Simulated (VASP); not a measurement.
An input for Quantum ESPRESSO's pw.x (written as the equivalent of a VASP run, and not itself run):

```
&CONTROL
  calculation = 'vc-relax'
  pseudo_dir = './pseudo'
  outdir = './out'
  tprnfor = .true.
  tstress = .true.
  nstep = 40
  forc_conv_thr = 0.00078
/
&SYSTEM
  ibrav = 0
  nat = 4
  ntyp = 2
  ecutwfc = 76
  occupations = 'smearing'
  smearing = 'methfessel-paxton'
  degauss = 0.00735
  input_dft = 'pbesol'
/
&ELECTRONS
  conv_thr = 7.3e-08
  electron_maxstep = 100
/
&IONS
/
&CELL
/
ATOMIC_SPECIES
  B 10.810 B.upf
  P 30.974 P.upf
CELL_PARAMETERS angstrom
     3.0341118   -0.0000000   -0.0000000
    -1.5170559    2.6276182   -0.0000000
    -0.0000000    0.0000000    5.0702711
ATOMIC_POSITIONS crystal
  B    0.0000000  1.0000000  0.0000000
  B    0.0000000  0.0000000  0.5000000
  P    0.3333330  0.6666670  0.2500000
  P    0.6666670  0.3333330  0.7500000
K_POINTS automatic
  12 12 6 0 0 0
```

### Question
Write the VASP files for the same calculation (PBEsol).

### Answer
One answer among several that fit: 
INCAR:
```
ALGO = Normal
EDIFF = 1E-6
EDIFFG = -0.02
ENCUT = 620
GGA = PS
IBRION = 2
ISIF = 3
ISMEAR = 1
LASPH = T
LCHARG = F
LREAL = F
LWAVE = F
NELM = 100
NSW = 40
PREC = Accurate
SIGMA = 0.1
SYSTEM = BP
```

### POSCAR
```
BP
1
    3.0341118469    -0.0000000000    -0.0000000000
   -1.5170559235     2.6276181942    -0.0000000000
   -0.0000000000     0.0000000000     5.0702711394
B P
2 2
Direct
  0.0000000000   1.0000000000   0.0000000000
  0.0000000000   0.0000000000   0.5000000000
  0.3333330000   0.6666670000   0.2500000000
  0.6666670000   0.3333330000   0.7500000000
```

KPOINTS:
```
Automatic mesh
0
Gamma
12 12 6
0 0 0
```

POTCAR, in this order: B P (PBE.64 set). Program: vasp_std.

The two are equivalent in intent, not identical: the potentials are each code's own (VASP's PAW set, PseudoDojo norm-conserving files in pw.x), so ENCUT and ecutwfc are chosen apart and not converted; conv_thr bounds pw.x's estimated SCF error, while EDIFF bounds the energy change between steps; forc_conv_thr acts on force components and is met together with etot_conv_thr.

The structure was generated: BP was put into the NiAs type type (P6_3/mmc), which need not be its known phase. This run relaxes it. Symmetry was kept, so distortions that lower it aren't found.
